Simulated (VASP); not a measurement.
```
Ba3CaO4
1.0
    0.00000     2.66875     2.66875
    2.66875     0.00000     2.66875
   10.73906    10.73906    -0.06408
Ca O Ba
1 4 3
Cartesian
  2.66875   0.00000   2.66875
  2.52591   2.52591   2.81158
  5.30846   5.30846   2.69778
  8.09935   8.09935   2.57563
 10.88190  10.88190   2.46184
  2.58021   2.58021   0.08854
  8.03828   5.36953   2.63671
 10.82760  10.82760   5.18488
```

Method: PBEsol GGA, VASP's PBE PAW potentials (set 64) (plane waves; VASP). Settings: 520 eV cut-off, Gaussian smearing of 0.050 eV, potentials Ca_sv O Ba_sv.

Unless said otherwise, spin-orbit coupling is left out, though it shifts the bands of the heavy elements here.

**Question.** Give the energies of bands 21 to 34 at the high-symmetry points, in eV from the valence-band maximum.

**Answer.** 
```
band      Γ      T     H2      L     S0      F
----  -----  -----  -----  -----  -----  -----
21    -2.11  -1.99  -1.72  -1.96  -1.72  -2.22
22    -1.41  -1.80  -1.53  -1.90  -1.51  -1.55
23    -1.41  -1.30  -1.43  -1.62  -1.50  -1.40
24    -1.41  -1.30  -1.42  -1.33  -1.37  -1.40
25    -1.22  -1.23  -1.16  -1.14  -1.20  -1.15
26    -0.90  -1.23  -1.04  -1.04  -0.97  -1.13
27    -0.90  -0.71  -0.74  -0.71  -0.84  -0.99
28    -0.88  -0.47  -0.73  -0.54  -0.64  -0.68
29    -0.88  -0.47  -0.51  -0.51  -0.55  -0.44
30    -0.26  -0.46  -0.31  -0.37  -0.29  -0.19
31    -0.26  -0.46  -0.25  -0.24  -0.27  -0.13
32    -0.17  -0.45  -0.23   0.00  -0.22  -0.09
33     3.53   4.00   4.43   2.31   4.43   2.03
34     4.34   4.08   4.70   2.74   4.76   3.41
```

The gap is indirect, 2.03 eV, from the valence maximum at L to the conduction minimum at F.

The structure was generated: Ba3CaO4 was put into an ordered model structure (R-3m), which need not be its known phase. It was relaxed first.
